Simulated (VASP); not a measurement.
Crystal: W.

```xyz
1
Lattice="-1.5823 1.5823 1.5823 1.5823 -1.5823 1.5823 1.5823 1.5823 -1.5823" Properties=species:S:1:pos:R:3 pbc="T T T"
W     0.0000    0.0000    0.0000
```

- Program: VASP 6.6.1
- Task: relaxation of cell and atoms
- Functional: LDA
- Potentials or basis: VASP PAW LDA potentials, release 64 (W_sv)
- Cutoff: 350 eV
- k mesh: 10 × 10 × 10
- Occupations: gaussian, width 0.1 eV
- Spin: no spin polarisation

At the start: pressure -7.0 GPa; volume 15.85 Å³/atom.

How do energy, volume and symmetry change on relaxing?

Over 7 steps the energy falls by 7.5 meV/atom and the volume is 15.51 Å³/atom (-2.1 %); space group Im-3m (No. 229, to 0.05 Å).

Step by step:
```tsv
step	energy change (eV)	largest force (eV/Å)	pressure (GPa)	volume (Å³)
1	0.0000	0.0000	-6.99	15.85
2	0.1069	0.0000	32.74	14.31
3	-0.0074	0.0000	-0.19	15.53
4	-0.0075	0.0000	-0.10	15.52
5	-0.0075	0.0000	0.08	15.51
6	-0.0074	0.0000	-0.25	15.52
7	-0.0075	0.0000	0.00	15.51
```

Final structure:
```
W
1.0
    -1.57112    1.57112    1.57112
     1.57112   -1.57112    1.57112
     1.57112    1.57112   -1.57112
W
1
Direct
  0.00000 0.00000 0.00000
```
